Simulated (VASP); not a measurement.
Crystal: TiC.

```
Ti C
1.0
     0.00000    2.15930    2.15930
     2.15930    0.00000    2.15930
     2.15930    2.15930    0.00000
Ti C
1 1
Direct
  0.00000 0.00000 0.00000
  0.50000 0.50000 0.50000
```

* Program: VASP 6.6.1
* Task: relaxation of cell and atoms
* Functional: LDA
* Potentials or basis: VASP PAW LDA potentials, release 64 (Ti_sv, C)
* Cutoff: 520 eV
* k mesh: 16 × 16 × 16
* Occupations: gaussian, width 0.1 eV
* Spin: no spin polarisation

At the start: pressure -9.8 GPa; volume 10.07 Å³/atom.

**Question.** How do energy, volume and symmetry change on relaxing?

**Answer.** Over 6 steps the energy falls by 11.8 meV/atom and the volume is 9.69 Å³/atom (-3.7 %); space group Fm-3m (No. 225, to 0.05 Å).

Step by step:
```tsv
step	energy change (eV)	largest force (eV/Å)	pressure (GPa)	volume (Å³)
1	0.0000	0.0000	-9.83	20.14
2	0.0252	0.0000	16.39	18.39
3	-0.0237	0.0000	-0.14	19.40
4	-0.0237	0.0000	0.06	19.38
5	-0.0237	0.0000	-0.06	19.39
6	-0.0237	0.0000	-0.01	19.39
```

Final structure:
```cif
data_structure
_symmetry_space_group_name_H-M 'P 1'
_symmetry_Int_Tables_number 1
_cell_length_a 3.0154
_cell_length_b 3.0154
_cell_length_c 3.0154
_cell_angle_alpha 60.000
_cell_angle_beta 60.000
_cell_angle_gamma 60.000
_cell_volume 19.39
loop_
_atom_site_label
_atom_site_type_symbol
_atom_site_fract_x
_atom_site_fract_y
_atom_site_fract_z
_atom_site_occupancy
Ti1 Ti 0.00000 0.00000 0.00000 1
C1 C 0.50000 0.50000 0.50000 1
```
